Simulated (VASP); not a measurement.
Shape and ions are relaxed at each volume.

Consider the following.

Space group P6₃/mmc (No. 194); a = 3.5643 Å, b = 3.5643 Å, c = 5.5883 Å, α = 90.00°, β = 90.00°, γ = 120.00°

```json
[
 {"atom": "Dy", "site": "2c", "symmetry": "-6m2", "x": "0.3333", "y": "0.6667", "z": "0.2500"}
]
```

Calculation: optB88-vdW, VASP's PBE PAW potentials (set 64) (plane waves; VASP). Numerical set-up: 520 eV cut-off, 12×12×7 Γ-centred mesh, first-order Methfessel-Paxton smearing of 0.10 eV, potentials Dy_3.

The 4f electrons are frozen in the core of the lanthanide potential, so 4f levels, which can set the real gap, and their magnetism are missing.

Give the energy at these volumes per atom, relative to the lowest: 28.97, 29.90, 30.82, 31.75, 32.67 Å³.

14.6, 3.2, 0.0, 4.3, 15.2 meV/atom. A third-order Birch-Murnaghan fit gives B0 = 43.0 GPa and B0′ = 2.4.

Measured: bulk modulus 40.5 GPa (computed value off by +6.1 %), as given by Wikipedia, Dysprosium (infobox). The calculation is for a static lattice, while the measured bulk modulus holds thermal and zero-point effects, which are part of the difference.

The compound is Dy in the hcp structure. It was relaxed first.
